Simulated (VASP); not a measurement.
Energy against volume of ZnO (wurtzite). All values below come from PBE GGA with D3 dispersion (Becke-Johnson damping), VASP's PBE PAW potentials (set 64) (plane waves; VASP 6.6.1). Settings: 520 eV cut-off, 8×8×4 Γ-centred mesh, Gaussian smearing of 0.050 eV, potentials Zn O.

Shape and ions are relaxed at each volume.

| V (Å³/atom) | E (eV/atom) |
|---|---|
| 11.408 | -4.66053 |
| 11.772 | -4.67694 |
| 12.136 | -4.68235 |
| 12.500 | -4.67843 |

**Question.** Fit these four points and predict the energy of the run at 12.865 Å³/atom.

**Answer.** A cubic in V^(−2/3), the third-order Birch-Murnaghan form, passes through the four points with V0 = 12.16 Å³/atom and B0 = 136 GPa, and gives -4.6666 eV/atom there. The run gave -4.6666 eV/atom, -0.0 meV/atom from the fit; all five points give B0 = 136 GPa.

The compound is ZnO in the wurtzite structure. It was relaxed first.
